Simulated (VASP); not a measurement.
AlN (zinc blende), at 1.04 of the tabulated volume:

```xyz
2
Lattice="0.0000 2.2188 2.2188 2.2188 0.0000 2.2188 2.2188 2.2188 0.0000" Properties=species:S:1:pos:R:3 pbc="T T T"
Al     0.0000     0.0000     0.0000
N      1.1094     1.1094     1.1094
```

The lowest empty band near X, direction across the valley's axis, from PBE with spin-orbit coupling in VASP (PAW); its two spin partners are averaged. The gap over the points computed is 3.29 eV, and the next band on that side lies 5.03 eV away at the edge.

Run with 520 eV cut-off, 11×11×11 Γ-centred mesh, Gaussian smearing of 0.050 eV, potentials Al N.

```csv
distance from the edge in k (1/Å),distance in energy (meV)
0.018,3.8
0.025,7.4
0.035,14.3
0.050,29.0
0.070,56.6
```

Question: Fit E(1 + αE) = ħ²k²/2m* (ħ²/2m0 = 3.810 eV Å²) and predict the row at 0.095 1/Å.

Answer: The rows don't resolve α, so a parabola serves: the electron mass is m* = 0.329 m0, and so 104.4 meV. The run gave 103.5 meV, -0.9 meV from the fit.

Left out are points under 3 meV from the edge, since the levels carry 0.1 meV, and points farther than half the way to the next band.

The compound is AlN in the zinc blende structure, a metastable form; wurtzite is the usual one. The cell was not relaxed at this level.
